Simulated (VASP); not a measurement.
Here is the system:

```
LiH
1.0
    0.00000     1.94735     1.94735
    1.94735     0.00000     1.94735
    1.94735     1.94735     0.00000
Li H
1 1
Direct
  0.00000   0.00000   0.00000
  0.50000   0.50000   0.50000
```

These are PBEsol GGA, VASP's PBE PAW potentials (set 64) (plane waves; VASP) values and carry that method's errors. Numerical set-up: 520 eV cut-off, 11×11×11 Γ-centred mesh, Gaussian smearing of 0.050 eV, potentials Li_sv H.

Q: Estimate the energy per atom (σ→0), pressure.

A: 
```yaml
energy per atom (σ→0): -3.056 eV/atom
pressure: 25.1 kbar
```

The absolute energy has meaning only against runs of the same code, potentials and settings.

The compound is LiH in the rock salt structure. This cell is one point of a volume scan, at 0.94 of the reference volume.
